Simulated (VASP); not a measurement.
Sn in VASP: the effect of functional

The system is Sn, a slab with vacuum.

```xyz
8
Lattice="4.5900 0.0000 0.0000 0.0000 4.5900 0.0000 0.0000 0.0000 26.3596" Properties=species:S:1:pos:R:3 pbc="T T T"
Sn    0.0000    2.2950    7.5000
Sn    0.0000    0.0000    9.1228
Sn    2.2950    0.0000   10.7456
Sn    2.2950    2.2950   12.3684
Sn    0.0000    2.2950   13.9912
Sn    0.0000    0.0000   15.6140
Sn    2.2950    0.0000   17.2368
Sn    2.2950    2.2950   18.8596
```

Alike in all runs:

- Program: VASP 6.6.1
- Task: work function
- Cutoff: 520 eV
- k mesh: 5 × 5 × 1
- Occupations: fermi-dirac, width 0.05 eV
- Spin: no spin polarisation

```tsv
functional	potentials or basis	largest force (eV/Å)	work function (eV)
LDA	VASP PAW LDA potentials, release 64 (Sn_d)	?	?
PBE	VASP PAW PBE potentials, release 64 (Sn_d)	0.52	4.63
PBEsol	VASP PAW PBE potentials, release 64 (Sn_d)	0.25	4.68
RPBE	VASP PAW PBE potentials, release 64 (Sn_d)	0.70	4.54
revPBE	VASP PAW PBE potentials, release 64 (Sn_d)	0.65	4.54
BLYP	VASP PAW PBE potentials, release 64 (Sn_d)	0.83	4.41
```

**Question.** What does the run with functional LDA give?

**Answer.** Largest force 0.10 eV/Å; work function 4.86 eV.

Caveats: the PAW data sets were made with another functional, which shifts forces and pressure a little (some runs).
